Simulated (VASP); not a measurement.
Input:

```yaml
crystal:
  lattice:
    - [4.35286, 0.00000, 0.00000]
    - [-2.17643, 3.76969, 0.00000]
    - [0.00000, 0.00000, 14.00000]
  atoms:
    - { symbol: Na, position: [0.66667, 0.33333, 0.50000] }
    - { symbol: Cl, position: [0.33333, 0.66667, 0.50000] }
```

All values below come from PBE GGA, VASP's PBE PAW potentials (set 64) (plane waves; VASP). Settings: 300 eV cut-off, 6×6×1 Γ-centred mesh, Gaussian smearing of 0.20 eV, potentials Na_pv Cl.

The cell holds a wide vacuum, so values per volume refer to the whole cell.

Give the energies of bands 5 to 10 at the high-symmetry points, in eV from the valence-band maximum.

```
band      Γ      M      K
----  -----  -----  -----
5     -0.22  -0.95  -0.71
6     -0.14  -0.24  -0.62
7     -0.14  -0.03   0.00
8      5.27   7.70   8.50
9      6.61   7.84   8.70
10     7.04   8.39   8.71
```

The gap is indirect, 5.27 eV, from the valence maximum at K to the conduction minimum at Γ.

The cell is a sheet with vacuum, built from a generated structure.
